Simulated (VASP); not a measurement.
# MnCuAs: structure and properties in VASP, part 7 of 8

What structure does MnCuAs take at this level, and what are its properties? The start is a computed cell from the Materials Project.

VASP 6.6.1, plane waves and PAW; the level of theory is named at each step.

Still holding for the runs below: The magnetic order is the lowest of the few collinear ones that converged above; longer or canted patterns were not tried.

So far, largest spin moment in the PAW sphere (μB): step 2 (magnetic order: ferromagnetic) 3.38; step 5 (magnetic order: antiferromagnetic, q = (1/2, 1/2, 1/2)) 3.45; step 6 (magnetic order: antiferromagnetic, q = (1/2, 1/2, 0)) 3.40; step 8 (relaxing cell and atoms (PBEsol)) 3.02; step 12 (total and projected DOS (PBEsol)) 3.06. The relaxed cell has a = 3.571, c = 6.314 Å (conventional setting).

### Step 13. Vibrations at Γ (PBEsol)

Level of this step: PBEsol, spin-polarised from an antiferromagnetic start; plane waves and PAW (Mn_pv, Cu, As) (VASP).

Zone-centre modes test whether the atoms sit at a minimum within this cell. IBRION = 8 takes the force constants from linear response, which needs tightly converged orbitals.

File INCAR:

```
SYSTEM = MnCuAs
PREC = Accurate
ENCUT = 400
EDIFF = 1E-08
NELM = 100
ISMEAR = 1
SIGMA = 0.2
LREAL = .FALSE.
ALGO = Normal
GGA = PS
NBANDS = 38
ISPIN = 2
MAGMOM = 3.025 -3.025 0 0 0.011 -0.011
LASPH = .TRUE.
LMAXMIX = 4
LORBIT = 11
LWAVE = .FALSE.
LCHARG = .FALSE.
KPAR = 8
IBRION = 8
ISIF = 2
```

File POSCAR:

```
MnCuAs
1.0
    3.5711713683      0.0000000000      0.0000000000
    0.0000000000      3.5711713683      0.0000000000
    0.0000000000      0.0000000000      6.3137112322
Mn Cu As
2 2 2
Direct
    0.0000000000      0.5000000000      0.1495031497
    0.5000000000      0.0000000000      0.8504968503
    0.0000000000      0.0000000000      0.5000000000
    0.5000000000      0.5000000000      0.5000000000
    0.0000000000      0.5000000000      0.7765449474
    0.5000000000      0.0000000000      0.2234550526
```

File KPOINTS:

```
Automatic mesh
0
Gamma
8 8 5
0 0 0
```

PAW data sets: Mn_pv, Cu and As (PBE family, release 64).

On the command line:

```bash
mpirun -np 8 vasp_std
```

What it wrote:

```text
[... set-up lines as in an earlier step ...]
 entering main loop
       N       E                     dE             d eps       ncg     rms          rms(c)
DAV:   1     0.516129310087E+03    0.51613E+03   -0.25360E+04  7640   0.174E+03
DAV:   2     0.445346065800E+01   -0.51168E+03   -0.49505E+03  6876   0.446E+02
DAV:   3    -0.411641648543E+02   -0.45618E+02   -0.42506E+02  7892   0.151E+02
DAV:   4    -0.433990944731E+02   -0.22349E+01   -0.22113E+01  9722   0.349E+01
DAV:   5    -0.434530735546E+02   -0.53979E-01   -0.53959E-01  8608   0.529E+00    0.209E+01
DAV:   6    -0.411980410133E+02    0.22550E+01   -0.66984E+01  9414   0.143E+02    0.136E+01
DAV:   7    -0.385197115693E+02    0.26783E+01   -0.13705E+01  8614   0.701E+01    0.439E+00
DAV:   8    -0.386471314621E+02   -0.12742E+00   -0.18484E+00 10804   0.182E+01    0.393E+00
DAV:   9    -0.386126146279E+02    0.34517E-01   -0.49246E-01 10708   0.142E+01    0.206E+00
DAV:  10    -0.385782558747E+02    0.34359E-01   -0.11626E-01 10084   0.489E+00    0.753E-01
DAV:  11    -0.385761329328E+02    0.21229E-02   -0.24289E-02 10748   0.301E+00    0.267E-01
DAV:  12    -0.385764616943E+02   -0.32876E-03   -0.48881E-03  9486   0.396E-01    0.784E-02
DAV:  13    -0.385764864336E+02   -0.24739E-04   -0.16646E-04  9248   0.119E-01    0.482E-02
DAV:  14    -0.385764863502E+02    0.83490E-07   -0.34897E-05 10928   0.130E-01    0.128E-02
DAV:  15    -0.385764864327E+02   -0.82516E-07   -0.51226E-06  7726   0.197E-02    0.759E-03
DAV:  16    -0.385764861737E+02    0.25893E-06   -0.91293E-07 10842   0.192E-02    0.259E-03
DAV:  17    -0.385764861874E+02   -0.13693E-07   -0.38244E-07 10680   0.967E-03    0.666E-04
DAV:  18    -0.385764862294E+02   -0.41978E-07   -0.47718E-08  7012   0.153E-03    0.286E-04
DAV:  19    -0.385764862180E+02    0.11399E-07   -0.37224E-09  4088   0.678E-04    0.980E-05
DAV:  20    -0.385764862124E+02    0.56525E-08   -0.14220E-09  4014   0.309E-04
   1 F= -.38576486E+02 E0= -.38577606E+02  d E =0.336037E-02  mag=     0.0000
 Linear response reoptimize wavefunctions to high precision
DAV:   1    -0.385764862157E+02   -0.32933E-08   -0.42264E-10  4044   0.218E-04
DAV:   2    -0.385764862157E+02   -0.40018E-10   -0.11577E-10  3900   0.936E-05
 Linear response DOF=           6
 Linear response progress:
  Degree of freedom:   1/  6
       N       E                     dE             d eps       ncg     rms          rms(c)
RMM:   1    -0.593844900127E+00   -0.59384E+00   -0.27557E+01 16486   0.113E+02
RMM:   2    -0.689154662966E+00   -0.95310E-01   -0.11519E-01 25709   0.188E+00    0.904E-01
RMM:   3    -0.671672735486E+00    0.17482E-01   -0.87776E-03 27926   0.511E-01    0.379E-01
RMM:   4    -0.676560306875E+00   -0.48876E-02   -0.92558E-04 30571   0.157E-01    0.545E-02
RMM:   5    -0.676508431728E+00    0.51875E-04   -0.72159E-05 31109   0.464E-02    0.298E-02
RMM:   6    -0.676356767769E+00    0.15166E-03   -0.23876E-05 30220   0.305E-02    0.277E-02
RMM:   7    -0.676330833801E+00    0.25934E-04   -0.88416E-06 29363   0.186E-02    0.901E-03
RMM:   8    -0.676272184673E+00    0.58649E-04   -0.18024E-06 29190   0.651E-03    0.338E-03
RMM:   9    -0.676200120007E+00    0.72065E-04   -0.87498E-07 30442   0.353E-03    0.114E-03
RMM:  10    -0.676189590259E+00    0.10530E-04   -0.31927E-07 27515   0.194E-03    0.606E-04
RMM:  11    -0.676189927775E+00   -0.33752E-06   -0.26194E-07 26380   0.119E-03    0.212E-04
RMM:  12    -0.676192341116E+00   -0.24133E-05   -0.13434E-07 29408   0.605E-04    0.111E-04
RMM:  13    -0.676193367515E+00   -0.10264E-05   -0.68157E-08 29175   0.323E-04    0.466E-05
RMM:  14    -0.676193617561E+00   -0.25005E-06   -0.37774E-08 30803   0.186E-04    0.228E-05
RMM:  15    -0.676193871457E+00   -0.25390E-06    0.18609E-08 28876   0.118E-04    0.121E-05
RMM:  16    -0.676193968861E+00   -0.97404E-07    0.16323E-08 26222   0.913E-05    0.561E-06
RMM:  17    -0.676193995762E+00   -0.26901E-07   -0.18388E-11 30763   0.666E-05    0.305E-06
RMM:  18    -0.676193995385E+00    0.37645E-09    0.11716E-08 31511   0.499E-05    0.178E-06
 first order change of Fermi-energy   0.98918E-04
 force on displaced ion       1 direction 1 :  -5.058   0.000   0.002
 Linear response progress:
  Degree of freedom:   2/  6
       N       E                     dE             d eps       ncg     rms          rms(c)
RMM:   1    -0.609579832661E+00   -0.60958E+00   -0.26354E+01  7112   0.115E+02
RMM:   2    -0.705414567807E+00   -0.95835E-01   -0.12018E-01 10510   0.217E+00    0.954E-01
RMM:   3    -0.689691066228E+00    0.15724E-01   -0.14301E-02 11316   0.660E-01    0.418E-01
RMM:   4    -0.694629499941E+00   -0.49384E-02   -0.19773E-03 10828   0.304E-01    0.261E-01
RMM:   5    -0.694308424919E+00    0.32108E-03   -0.46897E-04 10919   0.159E-01    0.733E-02
RMM:   6    -0.694208463157E+00    0.99962E-04   -0.13855E-04 10925   0.830E-02    0.525E-02
RMM:   7    -0.694061134872E+00    0.14733E-03   -0.72733E-05  9961   0.819E-02    0.195E-02
RMM:   8    -0.693966013538E+00    0.95121E-04   -0.25248E-05 11050   0.338E-02    0.769E-03
RMM:   9    -0.693907438958E+00    0.58575E-04   -0.76041E-06 12393   0.138E-02    0.410E-03
RMM:  10    -0.693859646079E+00    0.47793E-04   -0.25364E-06 10878   0.833E-03    0.163E-03
RMM:  11    -0.693842694781E+00    0.16951E-04   -0.12152E-06 12876   0.348E-03    0.672E-04
RMM:  12    -0.693844799850E+00   -0.21051E-05   -0.80590E-07 12712   0.158E-03    0.395E-04
RMM:  13    -0.693845391626E+00   -0.59178E-06   -0.41921E-07 13399   0.838E-04    0.154E-04
RMM:  14    -0.693845466914E+00   -0.75288E-07   -0.32033E-07 13097   0.478E-04    0.860E-05
RMM:  15    -0.693846360720E+00   -0.89381E-06   -0.26306E-07 12343   0.315E-04    0.407E-05
RMM:  16    -0.693846823619E+00   -0.46290E-06   -0.15867E-07 13741   0.214E-04    0.156E-05
RMM:  17    -0.693846884343E+00   -0.60724E-07   -0.15687E-07 12356   0.164E-04    0.104E-05
RMM:  18    -0.693846893366E+00   -0.90234E-08   -0.97153E-08 13239   0.128E-04    0.577E-06
 first order change of Fermi-energy   0.32881E+00
 force on displaced ion       1 direction 3 :   0.000   0.000  -9.585
 Linear response progress:
  Degree of freedom:   3/  6
       N       E                     dE             d eps       ncg     rms          rms(c)
RMM:   1    -0.245441668183E+00   -0.24544E+00   -0.13999E-01 27435   0.334E+00
RMM:   2    -0.241689666842E+00    0.37520E-02   -0.11446E-02 22506   0.105E+00    0.109E-01
RMM:   3    -0.242271863148E+00   -0.58220E-03   -0.22396E-03 27103   0.265E-01    0.766E-02
RMM:   4    -0.242663931967E+00   -0.39207E-03   -0.25656E-04 27730   0.869E-02    0.229E-02
RMM:   5    -0.242699139004E+00   -0.35207E-04   -0.18130E-05 27183   0.287E-02    0.888E-03
RMM:   6    -0.242670880504E+00    0.28259E-04   -0.16027E-06 27317   0.837E-03    0.734E-03
RMM:   7    -0.242665249960E+00    0.56305E-05   -0.59527E-07 27629   0.508E-03    0.424E-03
RMM:   8    -0.242655257757E+00    0.99922E-05   -0.53366E-07 26002   0.559E-03    0.142E-03
RMM:   9    -0.242655795894E+00   -0.53814E-06   -0.19506E-07 24111   0.264E-03    0.534E-04
RMM:  10    -0.242656175207E+00   -0.37931E-06   -0.58491E-08 25073   0.113E-03    0.221E-04
RMM:  11    -0.242654848006E+00    0.13272E-05   -0.26110E-08 27767   0.571E-04    0.210E-04
RMM:  12    -0.242653408874E+00    0.14391E-05    0.50515E-09 24325   0.238E-04    0.681E-05
RMM:  13    -0.242652844047E+00    0.56483E-06    0.26425E-09 29146   0.142E-04    0.226E-05
RMM:  14    -0.242652679935E+00    0.16411E-06    0.19186E-09 28602   0.487E-05    0.948E-06
RMM:  15    -0.242652619213E+00    0.60723E-07    0.12550E-09 24983   0.344E-05    0.494E-06
RMM:  16    -0.242652595501E+00    0.23712E-07    0.17695E-09 24333   0.265E-05    0.191E-06
RMM:  17    -0.242652597554E+00   -0.20531E-08    0.20625E-09 27133   0.200E-05    0.103E-06
 first order change of Fermi-energy   0.44760E-04
 force on displaced ion       3 direction 1 :  -6.193   0.000   0.002
 Linear response progress:
  Degree of freedom:   4/  6
       N       E                     dE             d eps       ncg     rms          rms(c)
RMM:   1    -0.253744824572E+00   -0.25374E+00   -0.16357E-01 22853   0.380E+00
RMM:   2    -0.247242765645E+00    0.65021E-02   -0.83985E-03 15239   0.932E-01    0.133E-01
RMM:   3    -0.248169081510E+00   -0.92632E-03   -0.21851E-03 18768   0.296E-01    0.293E-01
RMM:   4    -0.247691004408E+00    0.47808E-03   -0.64300E-04 18782   0.175E-01    0.751E-02
RMM:   5    -0.247921718586E+00   -0.23071E-03   -0.16193E-04 17421   0.735E-02    0.220E-02
RMM:   6    -0.247997967323E+00   -0.76249E-04   -0.21816E-05 18995   0.274E-02    0.882E-03
RMM:   7    -0.247984897103E+00    0.13070E-04   -0.19116E-06 21576   0.704E-03    0.423E-03
RMM:   8    -0.247986252967E+00   -0.13559E-05   -0.30546E-07 17776   0.360E-03    0.168E-03
RMM:   9    -0.247985140726E+00    0.11122E-05   -0.92948E-08 17316   0.275E-03    0.105E-03
RMM:  10    -0.247983203607E+00    0.19371E-05   -0.46547E-08 16404   0.188E-03    0.455E-04
RMM:  11    -0.247981174906E+00    0.20287E-05   -0.23320E-08 18431   0.797E-04    0.182E-04
RMM:  12    -0.247980213166E+00    0.96174E-06    0.65473E-10 17198   0.395E-04    0.119E-04
RMM:  13    -0.247979457528E+00    0.75564E-06   -0.19948E-09 17265   0.243E-04    0.601E-05
RMM:  14    -0.247978881080E+00    0.57645E-06   -0.12496E-09 19237   0.151E-04    0.224E-05
RMM:  15    -0.247978832758E+00    0.48322E-07   -0.10374E-09 19454   0.505E-05    0.962E-06
RMM:  16    -0.247978761555E+00    0.71203E-07   -0.72273E-10 20940   0.266E-05    0.426E-06
RMM:  17    -0.247978740638E+00    0.20917E-07   -0.67717E-10 20517   0.158E-05    0.184E-06
RMM:  18    -0.247978740350E+00    0.28848E-09   -0.66187E-10 17658   0.135E-05    0.117E-06
 first order change of Fermi-energy   0.69750E-04
 force on displaced ion       3 direction 3 :   0.000   0.000  -4.887
 Linear response progress:
  Degree of freedom:   5/  6
       N       E                     dE             d eps       ncg     rms          rms(c)
RMM:   1    -0.450061352002E-01   -0.45006E-01    0.68081E-02 35738   0.144E+00
RMM:   2    -0.417459385621E-01    0.32602E-02   -0.55100E-03 24137   0.547E-01    0.841E-02
RMM:   3    -0.423695966327E-01   -0.62366E-03   -0.20450E-03 28777   0.206E-01    0.395E-02
RMM:   4    -0.425338963929E-01   -0.16430E-03   -0.16560E-04 30133   0.601E-02    0.170E-02
RMM:   5    -0.426070709174E-01   -0.73175E-04   -0.16440E-05 29661   0.200E-02    0.103E-02
RMM:   6    -0.426119140297E-01   -0.48431E-05   -0.27144E-06 28704   0.107E-02    0.106E-02
RMM:   7    -0.426144148767E-01   -0.25008E-05   -0.35441E-07 26488   0.593E-03    0.282E-03
RMM:   8    -0.426136135726E-01    0.80130E-06   -0.48002E-08 25667   0.332E-03    0.127E-03
RMM:   9    -0.426136536480E-01   -0.40075E-07   -0.34906E-08 23560   0.228E-03    0.617E-04
RMM:  10    -0.426138808263E-01   -0.22718E-06   -0.74613E-09 25053   0.108E-03    0.297E-04
RMM:  11    -0.426142536959E-01   -0.37287E-06   -0.35029E-08 26842   0.563E-04    0.163E-04
RMM:  12    -0.426142374246E-01    0.16271E-07   -0.19525E-08 25473   0.283E-04    0.501E-05
RMM:  13    -0.426140632531E-01    0.17417E-06   -0.95154E-09 27334   0.143E-04    0.270E-05
RMM:  14    -0.426140393554E-01    0.23898E-07   -0.72031E-09 26311   0.722E-05    0.154E-05
RMM:  15    -0.426140409136E-01   -0.15582E-08   -0.61067E-09 25432   0.500E-05    0.719E-06
 first order change of Fermi-energy  -0.19324E-03
 force on displaced ion       5 direction 1 :  -7.041   0.000  -0.000
 Linear response progress:
  Degree of freedom:   6/  6
       N       E                     dE             d eps       ncg     rms          rms(c)
RMM:   1    -0.627451875367E-01   -0.62745E-01    0.58664E-02 13522   0.196E+00
RMM:   2    -0.544241749702E-01    0.83210E-02   -0.10877E-02 10390   0.769E-01    0.168E-01
RMM:   3    -0.557061919904E-01   -0.12820E-02   -0.43340E-03 10686   0.374E-01    0.313E-01
RMM:   4    -0.551534575608E-01    0.55273E-03   -0.96737E-04 10959   0.206E-01    0.837E-02
RMM:   5    -0.552530846772E-01   -0.99627E-04   -0.16489E-04  9658   0.101E-01    0.332E-02
RMM:   6    -0.553314140669E-01   -0.78329E-04   -0.69467E-05 11830   0.421E-02    0.215E-02
RMM:   7    -0.553494560149E-01   -0.18042E-04   -0.16432E-05  9892   0.342E-02    0.952E-03
RMM:   8    -0.553447383075E-01    0.47177E-05   -0.34439E-06  9708   0.191E-02    0.524E-03
RMM:   9    -0.553420219603E-01    0.27163E-05   -0.21953E-06 12044   0.689E-03    0.256E-03
RMM:  10    -0.553417724653E-01    0.24949E-06   -0.32067E-07 12055   0.246E-03    0.941E-04
RMM:  11    -0.553424012762E-01   -0.62881E-06   -0.22285E-08 11579   0.113E-03    0.390E-04
RMM:  12    -0.553419904811E-01    0.41080E-06   -0.11231E-08 12320   0.476E-04    0.187E-04
RMM:  13    -0.553421684455E-01   -0.17796E-06    0.11207E-10 12435   0.177E-04    0.891E-05
RMM:  14    -0.553423229928E-01   -0.15455E-06    0.26705E-09 12355   0.886E-05    0.245E-05
RMM:  15    -0.553422782683E-01    0.44724E-07    0.34596E-09 12769   0.380E-05    0.110E-05
RMM:  16    -0.553422618752E-01    0.16393E-07    0.36790E-09 13234   0.239E-05    0.478E-06
RMM:  17    -0.553422644828E-01   -0.26076E-08    0.47963E-09 13425   0.177E-05    0.233E-06
 first order change of Fermi-energy  -0.51813E+00
 force on displaced ion       5 direction 3 :   0.000   0.000 -13.767
 Linear response finished
```

Run time: 4.3 min. Hardware: 8 MPI ranks of AMD EPYC 9R45, shared host; peak memory 7 GiB.

[end of part 7 of 8]

[Lines on the potential files, build, host, timing and source positions are cut from VASP's logs without a mark.]

[Logs are printed without paths, hosts, clocks, repeated set-up lines and the standing remarks that a program may print on its own settings, such as how far it seeks lower states.]

[Hosts, paths, dates, database ids (printed as entryN), source tags and the programs' standing remarks are cut or masked in the printed files.]

[A measured line is paired with the nearest computed mode of its activity, which favours agreement.]
